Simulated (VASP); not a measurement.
```
CELL_PARAMETERS angstrom
      0.00000     2.67340     2.67340
      2.67340     0.00000     2.67340
      2.67340     2.67340     0.00000
ATOMIC_POSITIONS crystal
  Co 0.00000 0.00000 0.00000
  Si 0.25000 0.25000 0.25000
  Si 0.75000 0.75000 0.75000
```

The numbers are results of optB86b-vdW, VASP's PBE PAW potentials (set 64) (plane waves; VASP), not measurements. Run with 520 eV cut-off, Gaussian smearing of 0.050 eV, potentials Co Si.

Give the energies of bands 2 to 11 at the high-symmetry points, in eV from the Fermi level.

| band | Γ | X | U | L | W |
|---|---|---|---|---|---|
| 2 | -4.07 | -7.18 | -8.04 | -9.23 | -8.08 |
| 3 | -4.07 | -6.41 | -6.57 | -3.58 | -6.07 |
| 4 | -4.07 | -3.63 | -3.84 | -3.58 | -5.92 |
| 5 | -1.90 | -3.63 | -3.40 | -2.16 | -2.28 |
| 6 | -1.90 | -1.95 | -2.22 | -1.62 | -2.28 |
| 7 | 0.83 | -1.95 | -1.75 | -1.62 | -1.95 |
| 8 | 3.46 | -1.90 | -1.21 | -0.44 | -1.44 |
| 9 | 3.46 | -1.32 | -0.96 | -0.44 | -0.67 |
| 10 | 3.47 | 1.62 | 2.01 | 2.75 | 3.68 |
| 11 | 3.51 | 2.97 | 5.03 | 3.46 | 3.68 |

It has no gap at this level: it comes out as a metal or semimetal.

The compound is CoSi2 in the fluorite structure. It was relaxed first. The run is not spin-polarised, so no magnetic state was tried. The electron count is odd and the run is not spin-polarised, which forces a metal.
